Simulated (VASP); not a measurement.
Here is the system:

```yaml
crystal:
  lattice:
    - [3.98206, 0.00000, 0.00000]
    - [-1.99103, 3.44856, 0.00000]
    - [0.00000, 0.00000, 6.82385]
  atoms:
    - { symbol: Na, position: [0.00000, 0.00000, 0.02616] }
    - { symbol: Li, position: [0.33333, 0.66667, 0.35665] }
    - { symbol: Zn, position: [0.66667, 0.33333, 0.61163] }
    - { symbol: S, position: [0.33333, 0.66667, 0.73381] }
    - { symbol: S, position: [0.66667, 0.33333, 0.27174] }
```

These are PBEsol GGA, VASP's PBE PAW potentials (set 64) (plane waves; VASP 6.6.1) values and carry that method's errors. Numerical set-up: 400 eV cut-off, 10×10×5 Γ-centred mesh, Gaussian smearing of 0.010 eV, potentials Na_pv Li_sv Zn S.

### Question
Give the energies of bands 7 to 20 at the high-symmetry points, in eV from the valence-band maximum.

### Answer

```json
[
 {"band": "7", "Γ": "-6.20", "M": "-6.11", "K": "-6.11", "A": "-6.20", "L": "-6.11", "H": "-6.11"},
 {"band": "8", "Γ": "-6.20", "M": "-6.08", "K": "-5.98", "A": "-6.20", "L": "-6.08", "H": "-5.98"},
 {"band": "9", "Γ": "-5.98", "M": "-5.91", "K": "-5.94", "A": "-6.07", "L": "-5.93", "H": "-5.95"},
 {"band": "10", "Γ": "-5.91", "M": "-5.88", "K": "-5.92", "A": "-5.91", "L": "-5.88", "H": "-5.92"},
 {"band": "11", "Γ": "-5.91", "M": "-5.79", "K": "-5.68", "A": "-5.91", "L": "-5.78", "H": "-5.68"},
 {"band": "12", "Γ": "-4.07", "M": "-4.59", "K": "-4.38", "A": "-3.35", "L": "-4.75", "H": "-4.58"},
 {"band": "13", "Γ": "-0.86", "M": "-2.45", "K": "-3.35", "A": "-1.55", "L": "-2.62", "H": "-3.21"},
 {"band": "14", "Γ": "-0.86", "M": "-2.11", "K": "-1.79", "A": "-0.80", "L": "-1.85", "H": "-2.17"},
 {"band": "15", "Γ": "-0.27", "M": "-1.91", "K": "-1.73", "A": "-0.80", "L": "-1.66", "H": "-1.83"},
 {"band": "16", "Γ": "0.00", "M": "-1.29", "K": "-1.58", "A": "-0.08", "L": "-1.00", "H": "-1.20"},
 {"band": "17", "Γ": "0.00", "M": "-0.55", "K": "-1.44", "A": "-0.08", "L": "-0.65", "H": "-0.89"},
 {"band": "18", "Γ": "1.70", "M": "3.24", "K": "4.52", "A": "2.48", "L": "3.21", "H": "4.28"},
 {"band": "19", "Γ": "4.75", "M": "4.63", "K": "5.19", "A": "5.34", "L": "3.84", "H": "5.14"},
 {"band": "20", "Γ": "6.22", "M": "6.03", "K": "6.72", "A": "6.14", "L": "5.33", "H": "5.55"}
]
```

The gap is direct, 1.70 eV, from the valence maximum at Γ to the conduction minimum at Γ.

The structure comes from a computed database's NaLiZnS2 entry (P3m1); how it stands against other phases isn't given here. The cell was not relaxed at this level.
